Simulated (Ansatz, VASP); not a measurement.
# Cross-check of Si54N71O (O_N) between VASP and Ansatz

Wanted: the spread between two codes on one cell, functional and k mesh. The cell is taken from a series of runs on this material, whose earlier steps may have relaxed, scaled, displaced or heated it; both programs get it as it stands.

Program: Ansatz 0.2.0. Level of theory: plane waves, with VASP 6.6.1 beside it; single point at PBEsol. Results are calculated unless marked as measured.

### 1. Starting point

The cell holds 126 atoms: 54 Si, 71 N and 1 O. Its edges and angles: a = 13.206 Å, b = 13.206 Å, c = 8.731 Å, α = 90.0°, β = 90.0°, γ = 120.0°. It derives from Si3N4 (Si3N4 (P6_3/m)). Nearest the centre at fractional (0.576, 0.453, 0.583): O126 at 0.01 Å, Si35 at 1.80 Å, Si53 at 1.80 Å, Si32 at 1.83 Å, N80 at 2.77 Å, N99 at 2.79 Å, N92 at 2.79 Å, N122 at 2.79 Å. The cell carries charge +1.

### 2. Ansatz: single point, PBEsol, pair 1

Ansatz runs on its PAW soft_1 files.

A single point gives forces, pressure and levels at one fixed geometry, so differences don't come from the geometry; what else differs is listed under the comparison.

Input file input.yaml:

```yaml
crystal:
  checkpoint: "../qp1.relax.run"
  host: checkpoint
total_charge: 1
basis:
  ecutwfc: 420
  xc_grid: 2
hamiltonian:
  xc: pbesol
  pseudopotentials: { kind: paw, azcp: { folder: soft_1 }, xc_functional: pbe }
kpoints:
  mp_grid: { grid: [2, 2, 2], shift: [0.5, 0.5, 0.5] }
scf:
  occupations: { method: fermi_dirac, width: 0.01 }
  max_iter: 80
output:
  forces: true
  eigenvalues: true
  charged_corrections:
    epsilon: [4.29, 4.29, 4.37]
    static_epsilon: [8.29, 8.29, 8.25]
    defect_position: [0.576408, 0.453208, 0.583333]
  eigenstates: { localisation: true }
  populations: true
  band_densities: [{ bands: [v1, v1] }, { bands: [c1, c1] }]
  write_density: true
  write_potential: true
  volumetric_format: npy
checkpoint:
  read: "../qp1.relax.run"
  write: "../qp1.point.run"
  compress: false
  write_wavefunctions: false
  write_every: 100000
```

Started as:

```
ansatz run input.yaml --threads 8 --pin off --max-ram 22609MiB --backend cpu --events-out ev --progress --plain --runs-dir out
```

Numbers of over 12 decimals in the logs are rounded to 6 here.

Output:

```text
crystal.checkpoint: the structure is that of <dir>, a `relax` run, at its step 7: its result, under pbesol at a charge of 1 e; 126 atoms read, 0 with a starting moment; crystal.structure_sha256 for this input is
Engine: ansatz 0.2.0, aarch64-unknown-linux-gnu
Pseudopotentials: kind: paw
Pseudopotential: Si, paw, valence charge 4, recommended cutoff 420 eV (normal), soft_1/Si.paw.azcp
Pseudopotential: N, paw, valence charge 5, recommended cutoff 420 eV (normal), soft_1/N.paw.azcp
Pseudopotential: O, paw, valence charge 6, recommended cutoff 420 eV (normal), soft_1/O.paw.azcp
Functional definition: PBEsol
  exchange = pbesol_x
  correlation = pbesol_c
Crystal: 126 atoms, lattice volume = 1318.628 Å³
Basis set: ecut = 420 eV, 25805 PW (Γ), exchange–correlation on 180×180×120 points (8 copies of the dense FFT grid, shifted against one another)
Bands: 414, of which v1, the nominal top of the filled ones, is band 288 counted from 1 (287 counted from 0)
Symmetry: 1 space group operations
Space group: P1 (ITA 1), of the structure as read, at distance tolerance 1.1e-4 Å
k-points: 4 of 8 (time reversal used)
Non-local potential: Si, projectors of the file, l = 0: 2, l = 1: 2, l = 2: 1
Non-local potential: N, projectors of the file, l = 0: 2, l = 1: 2, l = 2: 1
Non-local potential: O, projectors of the file, l = 0: 2, l = 1: 2, l = 2: 1
PAW form: soft (Blöchl's): semilocal exchange-correlation on the pseudo side does not see the compensation charge
PAW frozen core: Si, regenerated for the run's functional, and the local potential with it (the file was generated under x = pbe(κ = 0.804, μ = 0.219515), c = pbe(β = 0.066725))
PAW frozen core: N, regenerated for the run's functional, and the local potential with it (the file was generated under x = pbe(κ = 0.804, μ = 0.219515), c = pbe(β = 0.066725))
PAW frozen core: O, regenerated for the run's functional, and the local potential with it (the file was generated under x = pbe(κ = 0.804, μ = 0.219515), c = pbe(β = 0.066725))
PAW one-centre angular grid: Si, 110 points (default); XC on 64 Gauss nodes
PAW one-centre angular grid: N, 110 points (default); XC on 64 Gauss nodes
PAW one-centre angular grid: O, 110 points (default); XC on 64 Gauss nodes
Initial density: read from a saved state, or passed on in memory by an earlier SCF of this step, an earlier step, the calling program or the single point that the run made first
Initial wavefunctions: pseudopotential atomic-orbital guess — the wavefunctions supplied were not used: k-point sampling differs
Functional: x = pbesol(κ = 0.804, μ = 0.123457), c = pbesol(β = 0.046)
iter 1 solved again at ethr=4.01e-8 eV; its pass at ethr=3.10e-3 eV (dr2=2.31e-4 eV) is discarded
SCF iter   1: F=—  HF=-61155.072063 eV  |F-HF|=—  |Δ(HF+E_count)|=         —  Δρ=2.81e-5  dr2=5.95e-6  ethr=4.01e-8  ⟨swp⟩=8.5  Hψ=15470  notcnv=0
preconditioner: auto → Resta (q_TF=auto, 2.377 Å⁻¹)  ε∞=4.0  [insulator: Δε(μ)=4.080 eV  Ē_g=14.195 eV  σ=0.010 eV  W_gap=1.00  n_scr=282 (ndim 8)  ℏωp=24.5 eV  f_vac=0.036  D(μ)=0.00/eV (n_scr^D=0)  ε∞_Penn≈4.0]
SCF iter   2: F=—  HF=-61155.071272 eV  |F-HF|=—  |Δ(HF+E_count)|=   7.91e-4  Δρ=1.35e-5  dr2=1.18e-6  ethr=1.03e-9  ⟨swp⟩=2.0  Hψ=2690  notcnv=0
SCF iter   3: F=—  HF=-61155.071272 eV  |F-HF|=—  |Δ(HF+E_count)|=   2.75e-7  Δρ=3.63e-6  dr2=1.84e-7  ethr=2.05e-10  ⟨swp⟩=3.0  Hψ=2822  notcnv=0
SCF iter   4: F=-61155.071272 eV  HF=-61155.071272 eV  |F-HF|=2.25e-8  |Δ(HF+E_count)|=   5.18e-8  Δρ=1.02e-6  dr2=2.29e-8  ethr=1.74e-11  ⟨swp⟩=16.0  Hψ=11408  notcnv=0
SCF 1 converged in 4 iterations: F = -61155.071272 eV  dr2 = 2.29e-8
  greatest PAW one-centre occupation: 0.855 electrons in one spin orbital (limit 2), on the O atom at site 82 (counted from 0), in its partial waves of l = 0
SCF converged after 4 iterations
Free energy (F): -61155.071272 eV
Harris-Foulkes:  -61155.071272 eV  (|F-HF|=2.25e-8)
Internal energy: -61155.071272 eV  (E = F + TS)
E sigma→0 (E₀):  -61155.071272 eV
Fermi energy:    10.044042 eV
--- Per-component energies (eV) ---
  E_band       = 455.674732
  E_kinetic    = 11971.259910
  E_local      = -18420.252789  (includes V_loc(G=0)·N_el)
  E_nonlocal   = 3684.841651
  E_hartree    = 6486.277501
  E_xc         = -7374.482799
  E_vxc        = -8132.908670  (∫ρ·V_xc dr)
  E_paw        = -35827.515663  (= ΣΔE_a)
  E_vpaw       = -1619.877497  (= ΣTr[D̂ρ^β])
  E_aug_tail   = 0.064423  (compensation charges beyond the density's cutoff)
  E_ewald      = -21678.998087
  E_core_change = 3.734582  (= ΣΔE_core)
  E_smearing   = -0.000000  (= −TS)
  E_closure    = 0.000000  (closes the sum)
  E_deformation_potential = 16.269782  (in the stress; not in F)
  Σ components = -61155.071272   (vs F -61155.071272, Δ=0.00e0)
--- Forces (eV/Å), atoms counted from 1 ---
  atom   1  Si    -0.00020981     0.00202159    -0.00001214
  atom   2  Si     0.00327457    -0.00133753    -0.00144725
[...]
k-point 3: bands = [... 284 lower, 7.7114, 7.7475, 7.9663, 8.0065, 12.0899, 12.6636, 12.7177, 12.8231, ... 122 higher]
--- Löwdin populations: 126 sites ---
  site symbol       q [e]
     0     Si      2.6403
     1     Si      2.6398
     2     Si      2.6388
     3     Si      2.6398
     4     Si      2.6393
     5     Si      2.6388
     6     Si      2.6395
     7     Si      2.6387
     8     Si      2.6399
     9     Si      2.6394
    10     Si      2.6394
    11     Si      2.6387
    12     Si      2.6400
    13     Si      2.6380
    14     Si      2.6390
    15     Si      2.6400
    16     Si      2.6400
    17     Si      2.6393
    18      N      5.9044
    19      N      5.9078
    20      N      5.9065
    21      N      5.9061
    22      N      5.9068
    23      N      5.9093
[...]
118      N      5.8971
   119      N      5.8977
   120      N      5.8971
   121      N      5.8980
   122      N      5.8949
   123      N      5.8975
   124      N      5.8955
   125      N      5.8975
  spilling = 0.014031 (of n_electrons = 576.000000)
--- Band densities, each state counted as filled ---
  window                                       electrons  max residual (eV)  cut levels
  bands: [v1, v1]                               2.000000             1.9e-9           0
  bands: [c1, c1]                               2.000000             6.7e-5           0
```

Reading the cycles: dr2 is the Hartree energy of the density residual (eV), the measure of convergence; HF is the Harris–Foulkes estimate of the energy, which meets the free energy F at convergence.

### 3. VASP: single point, PBEsol, pair 1

The same cell, functional, mesh and smearing now go to VASP, with its own data sets.

Lines of VASP's logs that name or quote its potential files are left out, and so is its time.

Input file INCAR:

```
SYSTEM = Si54N71O
PREC = Accurate
ENCUT = 520
EDIFF = 1E-06
NELM = 120
ISMEAR = -1
SIGMA = 0.01
LREAL = Auto
ALGO = Normal
GGA = PS
NELECT = 576
NBANDS = 384
LORBIT = 11
LWAVE = .FALSE.
LCHARG = .FALSE.
ISIF = 2
ISYM = 0
LASPH = .TRUE.
GGA_COMPAT = .FALSE.
EFERMI = MIDGAP
KPAR = 4
```

Input file POSCAR:

```
Si54N71O
1.0
   11.4366858822      6.6029736727      0.0000000000
  -11.4366858822      6.6029736727      0.0000000000
    0.0000000000      0.0000000000      8.7307673276
Si N O
54 71 1
Direct
    0.0191330203      0.8061535560      0.2503296562
    0.3525645505      0.4726162869      0.2501055469
[... 9 atom lines left out ...]
    0.8597469655      0.5448453785      0.2497922358
[... 1 atom line left out ...]
    0.4527686879      0.3127601004      0.2495640913
[... 2 atom lines left out ...]
    0.6468622574      0.5268719769      0.0835595725
[... 2 atom lines left out ...]
    0.3519528182      0.4742169527      0.5835669949
[... 2 atom lines left out ...]
    0.5453033859      0.6860850131      0.4169406175
    0.8797874818      0.3520894633      0.4168305554
[... 1 atom line left out ...]
    0.4742399235      0.1191624530      0.4168862129
    0.8071347544      0.7874754670      0.4172746782
    0.1930858503      0.2127452968      0.5835743039
[... 1 atom line left out ...]
    0.8610979459      0.5454789318      0.5835717580
[... 1 atom line left out ...]
    0.4471894694      0.3064186882      0.5835710061
[... 2 atom lines left out ...]
    0.6496102262      0.5293407601      0.4113915645
[... 2 atom lines left out ...]
    0.3525655828      0.4726150244      0.9170313976
[... 2 atom lines left out ...]
    0.5453032540      0.6860835973      0.7501689295
    0.8797877994      0.3520895371      0.7502872869
[... 1 atom line left out ...]
    0.4742408567      0.1191621463      0.7502314516
    0.8071343332      0.7874755101      0.7498392850
[... 2 atom lines left out ...]
    0.8597470245      0.5448457612      0.9173521057
[... 1 atom line left out ...]
    0.4527690210      0.3127601062      0.9175778812
[... 2 atom lines left out ...]
    0.6496134561      0.5293428531      0.7557281099
[... 2 atom lines left out ...]
    0.3332041929      0.3326566165      0.2507329798
[... 3 atom lines left out ...]
    0.6662821182      0.6661806794      0.0835288789
[... 7 atom lines left out ...]
    0.4573701080      0.2429353298      0.0835674225
[... 6 atom lines left out ...]
    0.7851224587      0.5416410055      0.0835716336
[... 1 atom line left out ...]
    0.5754055675      0.4527598013      0.2510331829
[... 1 atom line left out ...]
    0.9997077635      0.6662938661      0.5835841107
    0.3346081265      0.3346651940      0.5835921161
[... 3 atom lines left out ...]
    0.6660035626      0.6657236351      0.4195632594
    0.2132945754      0.4566473954      0.5835594763
    0.5474939604      0.1227334173      0.5835602001
    0.8796882280      0.7885365427      0.5835593507
[... 1 atom line left out ...]
    0.4246557856      0.5454484507      0.4172275404
[... 2 atom lines left out ...]
    0.4603261996      0.2450151283      0.4175964567
[... 1 atom line left out ...]
    0.2129539251      0.0919433188      0.5835637096
    0.5426981062      0.7563227812      0.5835595552
    0.8768923993      0.4229372680      0.5835622422
[... 2 atom lines left out ...]
    0.7843507511      0.5400520156      0.4181900627
[... 3 atom lines left out ...]
    0.3332029556      0.3326550647      0.9164528905
[... 3 atom lines left out ...]
    0.6660022976      0.6657226270      0.7474895060
[... 4 atom lines left out ...]
    0.4246598249      0.5454414214      0.7499078165
[... 2 atom lines left out ...]
    0.4603255806      0.2450139755      0.7495367780
[... 6 atom lines left out ...]
    0.7843567475      0.5400617392      0.7489520894
[... 1 atom line left out ...]
    0.5754067459      0.4527589033      0.9160829671
[... 1 atom line left out ...]
    0.5769969002      0.4531548042      0.5835581393
```

Input file KPOINTS:

```
Points of the shifted mesh
8
Reciprocal
 0.2500000000  0.2500000000  0.2500000000 1
 0.2500000000  0.2500000000  0.7500000000 1
 0.2500000000  0.7500000000  0.2500000000 1
 0.2500000000  0.7500000000  0.7500000000 1
 0.7500000000  0.2500000000  0.2500000000 1
 0.7500000000  0.2500000000  0.7500000000 1
 0.7500000000  0.7500000000  0.2500000000 1
 0.7500000000  0.7500000000  0.7500000000 1
```

Potentials, in the order of the species: Si, N and O (PBE family, release 64).

Started as:

```
mpirun -np 16 vasp_std
```

Output:

```text
[banner, memory and clock lines left out]
running   16 mpi-ranks, on    1 nodes
[...]
|                                                                             |
|           W    W    AA    RRRRR   N    N  II  N    N   GGGG   !!!           |
|           W    W   A  A   R    R  NN   N  II  NN   N  G    G  !!!           |
|           W    W  A    A  R    R  N N  N  II  N N  N  G       !!!           |
|           W WW W  AAAAAA  RRRRR   N  N N  II  N  N N  G  GGG   !            |
|           WW  WW  A    A  R   R   N   NN  II  N   NN  G    G                |
|           W    W  A    A  R    R  N    N  II  N    N   GGGG   !!!           |
|                                                                             |
|     For optimal performance we recommend to set                             |
|       NCORE = 2 up to number-of-cores-per-socket                            |
|     NCORE specifies how many cores store one orbital (NPAR=cpu/NCORE).      |
|     This setting can greatly improve the performance of VASP for DFT.       |
[...]
DAV:   5    -0.123067817331E+04   -0.14845E+00   -0.14820E+00  7520   0.195E+00BRMIX: very serious problems
 the old and the new charge density differ
 old charge density:   577.00000 new  576.00000
BRMIX: very serious problems
 the old and the new charge density differ
 old charge density:   577.00000 new  576.00000
BRMIX: very serious problems
 the old and the new charge density differ
 old charge density:   577.00000 new  576.00000
BRMIX: very serious problems
 the old and the new charge density differ
 old charge density:   577.00000 new  576.00000
    0.865E+01
DAV:   6    -0.109261152144E+04    0.13807E+03   -0.51242E+02  7176   0.308E+01    0.394E+01
DAV:   7    -0.109052813223E+04    0.20834E+01   -0.26601E+01  7696   0.754E+00    0.182E+01
DAV:   8    -0.108960424566E+04    0.92389E+00   -0.19403E+00  7360   0.241E+00    0.632E+00
DAV:   9    -0.108946583783E+04    0.13841E+00   -0.38091E-01  7560   0.110E+00    0.955E-01
[...]
DAV:  15    -0.108948216370E+04   -0.64865E-04   -0.73479E-05  7120   0.131E-02    0.719E-03
DAV:  16    -0.108948218089E+04   -0.17193E-04   -0.20859E-05  7096   0.693E-03    0.546E-03
DAV:  17    -0.108948218140E+04   -0.51159E-06   -0.35967E-06  6608   0.310E-03
   1 F= -.10894822E+04 E0= -.10894822E+04  d E =0.000000E+00
```

Parts of OUTCAR (step 3):

```text
  FREE ENERGIE OF THE ION-ELECTRON SYSTEM (eV)
  ---------------------------------------------------
  free  energy   TOTEN  =     -1089.4821814035 eV

  energy  without entropy=    -1089.4821814035  energy(sigma->0) =    -1089.48218140
```

The run ends at a pressure of -1.19 GPa, with forces up to 0.019 eV/Å.

### 4. Side by side

Known differences besides the potentials themselves: the cutoff is 420 eV in Ansatz and 520 eV in VASP (PREC = Accurate, projectors in real space); Ansatz makes its cores anew for this functional, VASP keeps those of its PBE data sets. Total energies have different zeros and are not compared.

Compared:

| quantity | Ansatz | VASP | difference |
| --- | --- | --- | --- |
| gap on the k mesh (eV) | 4.081 | 4.072 | +0.009 |

At this near-relaxed geometry the largest component of a force difference is 17 meV/Å. A gap on the mesh is an upper bound, since the band edges may lie between its points. The cell carries a charge of +1 e against a uniform background, so its pressure also hangs on how the neutralising background is counted, and in a defect's cell a gap may be the spacing between its levels.

[end of part 1 of 2]

[Lines on the potential files, build, host, timing and source positions are cut from VASP's logs without a mark.]

[Logs are printed without paths, hosts, clocks, repeated set-up lines and the standing remarks that a program may print on its own settings, such as how far it seeks lower states.]

[Hosts, paths, dates, database ids (printed as entryN), source tags and the programs' standing remarks are cut or masked in the printed files.]
